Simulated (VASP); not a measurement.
The system is YRh.

```
Y Rh
1.0
     3.40700    0.00000    0.00000
     0.00000    3.40700    0.00000
     0.00000    0.00000    3.40700
Y Rh
1 1
Cartesian
  1.7035 1.7035 1.7035
  0.0000 0.0000 0.0000
```

```yaml
Program: VASP 6.6.1
Task: relaxation of cell and atoms
Functional: LDA
Potentials_or_basis: VASP PAW LDA potentials, release 64 (Y_sv, Rh_pv)
Cutoff: 600 eV
k_mesh: 12 × 12 × 12
Occupations: gaussian, width 0.1 eV
Spin: no spin polarisation
```

At the start: pressure -5.8 GPa; volume 19.77 Å³/atom.

How do energy, volume and symmetry change on relaxing?

Over 6 steps the energy falls by 17.8 meV/atom and the volume is 18.83 Å³/atom (-4.8 %); space group Pm-3m (No. 221, to 0.05 Å).

Step by step:
```
step  energy change (eV)  largest force (eV/Å)  pressure (GPa)  volume (Å³)
   1              0.0000                0.0000           -5.80        39.55
   2              0.0164                0.0000            8.44        35.59
   3             -0.0356                0.0000           -0.08        37.68
   4             -0.0357                0.0000            0.05        37.65
   5             -0.0357                0.0000           -0.05        37.68
   6             -0.0357                0.0000            0.00        37.66
```

Final structure:
```yaml
crystal:
  lattice:
    - [3.35197, 0.00000, 0.00000]
    - [0.00000, 3.35197, 0.00000]
    - [0.00000, 0.00000, 3.35197]
  atoms:
    - { symbol: Y, position: [0.50000, 0.50000, 0.50000] }
    - { symbol: Rh, position: [0.00000, 0.00000, 0.00000] }
```
